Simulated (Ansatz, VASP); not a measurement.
## Li2B in VASP and in Ansatz

```
CELL_PARAMETERS angstrom
-1.16012 1.65279 3.47782
1.16012 -1.65279 3.47782
1.16012 1.65279 -3.47782
ATOMIC_POSITIONS crystal
Li 0.35300 0.35300 0.00000
Li 0.64700 0.64700 0.00000
B 0.00000 0.00000 0.00000
```

Change from the starting cell: species swapped into the MoPt2 type (Immm, No. 71).

Alike in both runs: task single point; functional PBE; k mesh 8 × 8 × 8; occupations gaussian, width 0.1 eV; no spin polarisation.

|  | VASP | Ansatz |
| --- | --- | --- |
| version | VASP 6.6.1 | Ansatz 0.2.0 |
| potentials or method | VASP PAW PBE potentials, release 64 (Li_sv, B) | scalar-relativistic, plane waves, PAW |
| plane-wave cutoff (eV) | 520 | 420 |
| valence electrons in the cell | 9 | 9 |

|  | VASP | Ansatz | Ansatz less VASP |
| --- | --- | --- | --- |
| gap on the k mesh at the Fermi level (eV) | none | none | - |
| rms of the force components (eV/Å) | 0.278 | 0.273 | -0.0045 |

Atom by atom the forces differ by 0.005 eV/Å (rms over components). A gap of «none» marks a metal or a gap that the smearing closes.

Caveats: the k mesh is coarse (spacing up to 0.41 Å⁻¹), so the values aren't converged.
